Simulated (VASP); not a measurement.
# AlCl (Fm-3m) in VASP: settings compared

The runs below take AlCl through relaxation of cell and atoms, with LDA, PBE, PBEsol, RPBE, revPBE.

All numbers are computed with VASP 6.6.1; they aren't measurements. Logs are shortened: lines on timing, memory, paths and dates and some standing lists are left out, and cuts for length are marked.

### Step 1. The crystal as given

Symmetry: Fm-3m, No. 225, cubic system. Conventional cell: a = 5.697 Å, b = 5.697 Å, c = 5.697 Å, α = 90.00°, β = 90.00°, γ = 90.00°. Al (site symmetry m-3m) is surrounded by 6 Cl at 2.85 Å. Around Cl (site symmetry m-3m) lie 6 Al at 2.85 Å.

The cell was built by a generator and needn't be a form met in nature.

### Step 2. Relaxation of cell and atoms, LDA

Input file INCAR:

```
PREC = Accurate
ENCUT = 600
EDIFF = 1E-6
ISMEAR = -1
SIGMA = 0.05
LREAL = False
LASPH = True
NELM = 80
ALGO = Normal
ISIF = 3
LWAVE = False
LCHARG = False
IBRION = 2
NSW = 40
EDIFFG = -0.005
```

Input file KPOINTS:

```
Automatic mesh
0
Gamma
  8 8 8
```

Input file POSCAR:

```
AlCl
1.0
    0.0000000000      2.8486347600      2.8486347600
    2.8486347600      0.0000000000      2.8486347600
    2.8486347600      2.8486347600      0.0000000000
Al Cl
1 1
Direct
    0.5000000000      0.5000000000      0.5000000000
    0.0000000000      0.0000000000      0.0000000000
```

Potentials or basis: VASP PAW LDA potentials, release 64 (Al, Cl).

Launch:

```bash
> cat potpaw_LDA.64/Al/POTCAR potpaw_LDA.64/Cl/POTCAR > POTCAR
> mpirun -np 1 vasp_std > vasp.out
```

OUTCAR:

```text
PREC = Accurate
   ENCUT = 600
   EDIFF = 1E-6
   ISMEAR = -1
   LREAL = False
   LASPH = True
   NELM = 80
   ISIF = 3
   IBRION = 2
   NSW = 40
   EDIFFG = -0.005

 ion  position               nearest neighbor table
   1  0.500  0.500  0.500-   2 2.85   2 2.85   2 2.85   2 2.85   2 2.85   2 2.85
   2  0.000  0.000  0.000-   1 2.85   1 2.85   1 2.85   1 2.85   1 2.85   1 2.85

  LATTYP: Found a face centered cubic cell.
 ALAT       =     5.6972695200

  Lattice vectors:

 A1 = (   0.0000000000,   2.8486347600,   2.8486347600)
 A2 = (   2.8486347600,   0.0000000000,   2.8486347600)
 A3 = (   2.8486347600,   2.8486347600,   0.0000000000)

Analysis of symmetry for initial positions (statically):
=====================================================================
 Subroutine PRICEL returns:
 Original cell was already a primitive cell.

 Routine SETGRP: Setting up the symmetry group for a
 face centered cubic supercell.

 Subroutine GETGRP returns: Found 48 space group operations
 (whereof 48 operations were pure point group operations)
 out of a pool of 48 trial point group operations.

The static configuration has the point symmetry O_h .

Analysis of symmetry for dynamics (positions and initial velocities):
=====================================================================
 Subroutine PRICEL returns:
 Original cell was already a primitive cell.

 Routine SETGRP: Setting up the symmetry group for a
 face centered cubic supercell.

 Subroutine GETGRP returns: Found 48 space group operations
 (whereof 48 operations were pure point group operations)
 out of a pool of 48 trial point group operations.

The dynamic configuration has the point symmetry O_h .

 Subroutine INISYM returns: Found 48 space group operations
 (whereof 48 operations are pure point group operations),
 and found     1 'primitive' translations

----------------------------------------------------------------------------------------

                                     Primitive cell

  volume of cell :      46.2317

  direct lattice vectors                    reciprocal lattice vectors
     0.000000000  2.848634760  2.848634760    -0.175522677  0.175522677  0.175522677
     2.848634760  0.000000000  2.848634760     0.175522677 -0.175522677  0.175522677
     2.848634760  2.848634760  0.000000000     0.175522677  0.175522677 -0.175522677

  length of vectors
     4.028577912  4.028577912  4.028577912     0.304014195  0.304014195  0.304014195

  position of ions in fractional coordinates (direct lattice)
     0.500000000  0.500000000  0.500000000
     0.000000000  0.000000000  0.000000000

  ion indices of the primitive-cell ions
   primitive index   ion index
                 1           1
                 2           2

----------------------------------------------------------------------------------------

 KPOINTS: Automatic mesh

Automatic generation of k-mesh.
 Grid dimensions read from file:
 generate k-points for:    8    8    8

 Generating k-lattice:

  Cartesian coordinates                     Fractional coordinates (reciprocal lattice)
    -0.021940335  0.021940335  0.021940335     0.125000000  0.000000000  0.000000000
     0.021940335 -0.021940335  0.021940335     0.000000000  0.125000000  0.000000000
     0.021940335  0.021940335 -0.021940335     0.000000000  0.000000000  0.125000000

  Length of vectors
     0.038001774  0.038001774  0.038001774

  Shift w.r.t. Gamma in fractional coordinates (k-lattice)
     0.000000000  0.000000000  0.000000000

 Subroutine IBZKPT returns following result:
 ===========================================

 Found     29 irreducible k-points:

 Following reciprocal coordinates:
            Coordinates               Weight
  0.000000  0.000000  0.000000      1.000000
  0.125000  0.000000  0.000000      8.000000
  0.250000  0.000000  0.000000      8.000000
  0.375000  0.000000  0.000000      8.000000
  0.500000  0.000000  0.000000      4.000000
  0.125000  0.125000  0.000000      6.000000
[... 16 lines left out ...]
  0.500000  0.250000  0.125000     48.000000
 -0.375000  0.250000  0.125000     24.000000
 [... further k-points ...]
   k-points           NKPTS =     29   k-points in BZ     NKDIM =     29   number of bands    NBANDS=      9
   number of dos      NEDOS =    301   number of ions     NIONS =      2
   total plane-waves  NPLWV =  32768
   dimension x,y,z NGX =    32 NGY =   32 NGZ =   32
   dimension x,y,z NGXF=    64 NGYF=   64 NGZF=   64
   ions per type =               1   1
   NGX,Y,Z   is equivalent  to a cutoff of  13.21, 13.21, 13.21 a.u.
   NGXF,Y,Z  is equivalent  to a cutoff of  26.41, 26.41, 26.41 a.u.
 SYSTEM =  unknown system
   PREC   = accura    normal or accurate (medium, high low for compatibility)
   ISTART =      0    job   : 0-new  1-cont  2-samecut
   ICHARG =      2    charge: 1-file 2-atom 10-const
   ISPIN  =      1    spin polarized calculation?
   LNONCOLLINEAR =      F non collinear calculations
   LSORBIT =      F    spin-orbit coupling
   LASPH  =      T    aspherical Exc in radial PAW
   ENCUT  =  600.0 eV  44.10 Ry    6.64 a.u.   8.05  8.05  8.05*2*pi/ulx,y,z
   NELM   =     80;   NELMIN=  2; NELMDL= -5     # of ELM steps
   EDIFF  = 0.1E-05   stopping-criterion for ELM
   LREAL  =      F    real-space projection
   EDIFFG = -.5E-02   stopping-criterion for IOM
   NSW    =     40    number of steps for IOM
   IBRION =      2    ionic relax: 0-MD 1-quasi-New 2-CG
   NFREE  =      1    steps in history (QN), initial steepest desc. (CG)
   ISIF   =      3    stress and relaxation
   ISYM   =      2    0-nonsym 1-usesym 2-fastsym
   POTIM  = 0.5000    time-step for ionic-motion
   TEBEG  =    0.0;   TEEND  =   0.0 temperature during run
   PSTRESS=    0.0 pullay stress
   NELECT =      10.0000    total number of electrons
   NUPDOWN=      -1.0000    fix difference up-down
   EMIN   =  10.00;   EMAX   =-10.00  energy-range for DOS
   EFERMI =   0.00;   METHOD = LEGACY
   ISMEAR =    -1;   SIGMA  =   0.05  broadening in eV -4-tet -1-fermi 0-gaus
   EFERMI_NEDOS =   21; number of points for ismear=-14 and -15
   IALGO  =     38    algorithm
   IMIX   =      4    mixing-type and parameters
     AMIX     =   0.40;   BMIX     =  1.00
     AMIX_MAG =   1.60;   BMIX_MAG =  1.00
  volume/ion in A,a.u.               =      23.12       155.99
  Fermi-wavevector in a.u.,A,eV,Ry     =   0.982716  1.857064 13.139567  0.965731
  Thomas-Fermi vector in A             =   2.113820
   LORBIT       =      0    0 simple, 1 ext, 2 COOP (PROOUT), +10 PAW based schemes
   GGA     = CA    functional components
   LHFCALC =     F    Hartree Fock is set to
   AEXX    =    0.0000 exact exchange contribution
   IVDW    =     0    specifies the selected vdW correction
   LEPSILON=     F    determine dielectric tensor
   LRPA    =     F    only Hartree local field effects (RPA)
 conjugate gradient relaxation of ions
 non-spin polarized calculation
  energy-cutoff  :      600.00
  volume of cell :       46.23
 maximum number of plane-waves:      1572
   NGX = 17   NGY = 17   NGZ = 17

--------------------------------------- Ionic step        1  -------------------------------------------

 number of electron      10.0000000 magnetization

 number of electron       9.9999999 magnetization

 Free energy of the ion-electron system (eV)
  ---------------------------------------------------
  ext. energy  EPLUGINS =         0.00000000
  ---------------------------------------------------
  free energy    TOTEN  =        -6.95127289 eV

  energy without entropy =       -6.95122406  energy(sigma->0) =       -6.95124847

------------------------ aborting loop because EDIFF is reached ----------------------------------------

  FORCE on cell =-STRESS in cart. coord.  units (eV):
  Direction    XX          YY          ZZ          XY          YZ          ZX
  --------------------------------------------------------------------------------------
  -------------------------------------------------------------------------------------
  Total        0.6836029      0.6836029      0.6836029      0.0000000     -0.0000000      0.0000000
  in kB       23.6904971     23.6904971     23.6904971      0.0000000     -0.0000000      0.0000000
  external PRESSURE =      23.6904971 kB  Pullay stress =       0.0000000 kB
[... 93 lines left out ...]
  energy  without entropy=       -6.9762780928  energy(sigma->0) =       -6.97660606

--------------------------------------- Ionic step        4  -------------------------------------------

 number of electron      10.0000001 magnetization

 Free energy of the ion-electron system (eV)
  ---------------------------------------------------
  ext. energy  EPLUGINS =         0.00000000
  ---------------------------------------------------
  free energy    TOTEN  =        -6.97695985 eV

  energy without entropy =       -6.97626600  energy(sigma->0) =       -6.97661292

 E-fermi :   4.1776     XC(G=0):  -8.8625

 val. band max:        4.0953674231   @ k =   0.5000   0.0000   0.0000
 cond. band min:       4.2600093662   @ k =   0.5000   0.0000   0.0000
 fundamental gap:      0.1646419432
 Fermi energy:         4.1776475306

 k-point     1 :       0.0000    0.0000    0.0000
  band No.  band energies     occupation
      1     -12.6409      2.00000
      2      -0.3288      2.00000
      3      -0.3288      2.00000
      4      -0.3288      2.00000
      5      -0.0304      2.00000
      6       9.1466      0.00000
      7       9.1466      0.00000
      8       9.1466      0.00000
      9       9.5187      0.00000
[... 265 lines left out ...]
 k-point    24 :      -0.3750    0.2500    0.1250
  band No.  band energies     occupation
      1     -12.2682      2.00000
      2      -2.7815      2.00000
      3      -1.2037      2.00000
      4      -0.7610      2.00000
      5       3.0653      2.00000
      6       5.1946      0.00000
      7       7.0087      0.00000
      8       7.1573      0.00000
      9      11.2569      0.00000

 [... further k-points ...]

------------------------ aborting loop because EDIFF is reached ----------------------------------------

  FORCE on cell =-STRESS in cart. coord.  units (eV):
  Direction    XX          YY          ZZ          XY          YZ          ZX
  --------------------------------------------------------------------------------------
  -------------------------------------------------------------------------------------
  Total        0.0064191      0.0064191      0.0064191      0.0000000     -0.0000000      0.0000000
  in kB        0.2060590      0.2060590      0.2060590      0.0000000     -0.0000000      0.0000000
  external PRESSURE =       0.2060590 kB  Pullay stress =       0.0000000 kB
[... 17 lines left out ...]
  FREE ENERGIE OF THE ION-ELECTRON SYSTEM (eV)
  ---------------------------------------------------
  free  energy   TOTEN  =        -6.9769598482 eV

  energy  without entropy=       -6.9762659951  energy(sigma->0) =       -6.97661292

 reached required accuracy - stopping structural energy minimisation
```

Wall time 8.3 s (1 thread of Intel Xeon 6975P-C (Granite Rapids), shared host); peak memory 0.15 GiB.

Results:

| Quantity | Value |
| --- | --- |
| Free energy | -6.9770 eV |
| Relaxed volume | 24.96 Å³/atom |
| Relaxed cell | a = 4.133 Å, b = 4.133 Å, c = 4.133 Å, α = 60.00°, β = 60.00°, γ = 60.00° |
| Space group after relaxing (to 0.05 Å) | Fm-3m (No. 225) |
| Energy gained by relaxing | 12.8 meV/atom |
| Ionic steps | 4 |
| Pressure after relaxing | 0.0 GPa |
| Band gap on the k mesh | 0.16 eV, direct |

The path:
```csv
step,energy change (eV),largest force (eV/Å),pressure (GPa),volume (Å³)
1,0.0000,0.0000,2.37,46.23
2,-0.0224,0.0000,0.75,48.56
3,-0.0257,0.0000,0.05,49.82
4,-0.0257,0.0000,0.02,49.91
```

Final structure:
```xyz
2
Lattice="0.0000 2.9223 2.9223 2.9223 0.0000 2.9223 2.9223 2.9223 0.0000" Properties=species:S:1:pos:R:3 pbc="T T T"
Al    2.9223    2.9223    2.9223
Cl    2.9223    5.8446    2.9223
```

Levels at points of the mesh, in eV from the valence-band top:
| k point | band 3 | band 4 | band 5 | band 6 | band 7 | band 8 |
| --- | --- | --- | --- | --- | --- | --- |
| (0.00, 0.00, 0.00) | -4.42 | -4.42 | -4.13 | 5.05 | 5.05 | 5.05 |
| (0.50, 0.00, 0.00) | -4.57 | -4.57 | 0.00 | 0.16 | 2.34 | 2.34 |
| (0.50, 0.50, 0.00) | -5.17 | -5.17 | -3.37 | 2.69 | 3.68 | 4.70 |

A k mesh can miss the band edges. LDA gaps usually lie below the measured ones, often by a third to a half.

### Step 3. Relaxation of cell and atoms, PBE

INCAR, as its differences from that of step 2:

```diff
@@ -12,2 +12,3 @@
 LCHARG = False
+GGA = PE
 IBRION = 2
```

KPOINTS is that of step 2.

POSCAR is that of step 2.

Potentials or basis: VASP PAW PBE potentials, release 64 (Al, Cl).

Launch:

```bash
> cat potpaw_PBE.64/Al/POTCAR potpaw_PBE.64/Cl/POTCAR > POTCAR
> mpirun -np 1 vasp_std > vasp.out
```

It took 12 s on 1 thread of Intel Xeon 6975P-C (Granite Rapids), shared host; peak memory 0.18 GiB.

The run converged. Its results:

- Free energy: -6.0835 eV
- Relaxed volume: 28.23 Å³/atom
- Relaxed cell: a = 4.306 Å, b = 4.306 Å, c = 4.306 Å, α = 60.00°, β = 60.00°, γ = 60.00°
- Space group after relaxing (to 0.05 Å): Fm-3m (No. 225)
- Energy gained by relaxing: 79.1 meV/atom
- Ionic steps: 4
- Pressure after relaxing: 0.0 GPa
- Band gap on the k mesh: 0.61 eV, direct

Step by step:
```
step  energy change (eV)  largest force (eV/Å)  pressure (GPa)  volume (Å³)
   1              0.0000                0.0000            5.73        46.23
   2             -0.1316                0.0000            2.00        51.99
   3             -0.1577                0.0000            0.21        55.94
   4             -0.1581                0.0000            0.01        56.46
```

Final structure:
```
CELL_PARAMETERS angstrom
0.00000 3.04491 3.04491
3.04491 0.00000 3.04491
3.04491 3.04491 0.00000
ATOMIC_POSITIONS crystal
Al 0.50000 0.50000 0.50000
Cl 0.00000 0.00000 0.00000
```

Levels at points of the mesh, in eV from the valence-band top:
| k point | band 3 | band 4 | band 5 | band 6 | band 7 | band 8 |
| --- | --- | --- | --- | --- | --- | --- |
| (0.00, 0.00, 0.00) | -3.68 | -3.68 | -3.68 | 4.94 | 4.94 | 4.94 |
| (0.50, 0.00, 0.00) | -3.78 | -3.78 | 0.00 | 0.61 | 2.75 | 2.75 |
| (0.50, 0.50, 0.00) | -4.28 | -4.28 | -3.00 | 3.66 | 3.67 | 4.57 |

Caveat: the volume moved by over 15 % at a fixed basis, so the end points are rough.

### Step 4. Relaxation of cell and atoms, PBEsol

INCAR, as its differences from that of step 3:

```diff
@@ -12,3 +12,3 @@
 LCHARG = False
-GGA = PE
+GGA = PS
 IBRION = 2
```

KPOINTS is that of step 3.

POSCAR is that of step 3.

Launch:

```bash
> cat potpaw_PBE.64/Al/POTCAR potpaw_PBE.64/Cl/POTCAR > POTCAR
> mpirun -np 1 vasp_std > vasp.out
```

It took 16 s on 1 thread of Intel Xeon 6975P-C (Granite Rapids), shared host; peak memory 0.18 GiB.

The run converged. Its results:

```yaml
Free_energy: -6.5055 eV
Relaxed_volume: 26.00 Å³/atom
Relaxed_cell: a = 4.190 Å, b = 4.190 Å, c = 4.190 Å, α = 60.00°, β = 60.00°, γ = 60.00°
Space_group_after_relaxing_to_0.05_Å: Fm-3m (No. 225)
Energy_gained_by_relaxing: 27.9 meV/atom
Ionic_steps: 7
Pressure_after_relaxing: 0.0 GPa
Band_gap_on_the_k_mesh: 0.02 eV, direct
```

The path:
```
step  energy change (eV)  largest force (eV/Å)  pressure (GPa)  volume (Å³)
   1              0.0000                0.0000            3.46        46.23
   2             -0.0477                0.0000            1.11        49.65
   3             -0.0558                0.0000            0.05        51.86
   4             -0.0558                0.0000            0.03        51.98
   5             -0.0558                0.0000           -0.07        52.22
   6             -0.0558                0.0000           -0.04        52.13
   7             -0.0558                0.0000            0.01        52.01
```

Final structure:
```xyz
2
Lattice="0.0000 2.9627 2.9627 2.9627 0.0000 2.9627 2.9627 2.9627 0.0000" Properties=species:S:1:pos:R:3 pbc="T T T"
Al    2.9627    2.9627    2.9627
Cl    0.0000    0.0000    0.0000
```

Levels at points of the mesh, in eV from the valence-band top:
```tsv
k point	band 2	band 3	band 4	band 5	band 6	band 7	band 8	band 9
(0.00, 0.00, 0.00)	-4.34	-4.34	-4.34	-4.16	4.90	4.90	4.90	5.46
(0.50, 0.00, 0.00)	-7.07	-4.47	-4.47	0.00	0.02	2.33	2.33	6.88
(0.50, 0.50, 0.00)	-6.18	-5.04	-5.04	-3.36	2.80	3.51	4.52	4.52
```

Caveat: the PAW data sets were made with another functional, which shifts forces and pressure a little. As with any semilocal functional, this PBEsol gap is likely too small.

### Step 5. Relaxation of cell and atoms, RPBE

INCAR, as its differences from that of step 4:

```diff
@@ -12,3 +12,3 @@
 LCHARG = False
-GGA = PS
+GGA = RP
 IBRION = 2
```

KPOINTS is that of step 4.

POSCAR is that of step 4.

Launch:

```bash
> cat potpaw_PBE.64/Al/POTCAR potpaw_PBE.64/Cl/POTCAR > POTCAR
> mpirun -np 1 vasp_std > vasp.out
```

It took 18 s on 1 thread of Intel Xeon 6975P-C (Granite Rapids), shared host; peak memory 0.18 GiB.

The run converged. Its results:

* Free energy: -5.6008 eV
* Relaxed volume: 30.27 Å³/atom
* Relaxed cell: a = 4.407 Å, b = 4.407 Å, c = 4.407 Å, α = 60.00°, β = 60.00°, γ = 60.00°
* Space group after relaxing (to 0.05 Å): Fm-3m (No. 225)
* Energy gained by relaxing: 132.2 meV/atom
* Ionic steps: 6
* Pressure after relaxing: 0.0 GPa
* Band gap on the k mesh: 1.04 eV, direct

Step by step:
```
step  energy change (eV)  largest force (eV/Å)  pressure (GPa)  volume (Å³)
   1              0.0000                0.0000            7.25        46.23
   2             -0.2145                0.0000            2.57        53.59
   3             -0.2628                0.0000            0.39        59.16
   4             -0.2643                0.0000            0.04        60.33
   5             -0.2643                0.0000           -0.06        60.64
   6             -0.2643                0.0000           -0.02        60.53
```

Final structure:
```yaml
crystal:
  lattice:
    - [0.00000, 3.11640, 3.11640]
    - [3.11640, 0.00000, 3.11640]
    - [3.11640, 3.11640, 0.00000]
  atoms:
    - { symbol: Al, position: [0.50000, 0.50000, 0.50000] }
    - { symbol: Cl, position: [0.00000, 0.00000, 0.00000] }
```

Levels at points of the mesh, in eV from the valence-band top:
```
           k point  band 3  band 4  band 5  band 6  band 7  band 8
(0.00, 0.00, 0.00)   -3.22   -3.22   -3.22    4.92    4.92    4.92
(0.50, 0.00, 0.00)   -3.30   -3.30    0.00    1.04    3.01    3.01
(0.50, 0.50, 0.00)   -3.74   -3.74   -2.75    3.77    4.31    4.58
```

Caveat: the volume moved by over 15 % at a fixed basis, so the end points are rough; the PAW data sets were made with another functional, which shifts forces and pressure a little. A k mesh can miss the band edges.

(Part 1 of 2 ends here.)
